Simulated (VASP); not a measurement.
Consider the following.

```xyz
2
Lattice="3.3151 0.0000 0.0000 0.0000 3.3151 0.0000 0.0000 0.0000 3.3151" Properties=species:S:1:pos:R:3 pbc="T T T"
Zr     0.0000     0.0000     0.0000
Si     1.6576     1.6576     1.6576
```

Method: PBE GGA, VASP's PBE PAW potentials (set 64) (plane waves; VASP). Run with 400 eV cut-off, Gaussian smearing of 0.050 eV, potentials Zr_sv Si.

Question: Give the energies of bands 5 to 11 at the high-symmetry points, in eV from the Fermi level.

Answer: 
| band | Γ | X | M | R |
|---|---|---|---|---|
| 5 | -10.29 | -7.66 | -7.56 | -4.46 |
| 6 | -1.75 | -5.57 | -2.58 | -4.34 |
| 7 | -1.75 | -0.60 | -2.58 | -4.34 |
| 8 | 2.04 | -0.50 | -1.44 | -4.34 |
| 9 | 2.04 | -0.50 | 1.18 | 3.85 |
| 10 | 2.04 | 3.65 | 1.18 | 3.85 |
| 11 | 3.15 | 4.85 | 3.85 | 3.85 |

It has no gap at this level: it comes out as a metal or semimetal.

The structure was generated: ZrSi was put into the CsCl type type (Pm-3m), which need not be its known phase. It was relaxed first, which changed the volume by -29 %.
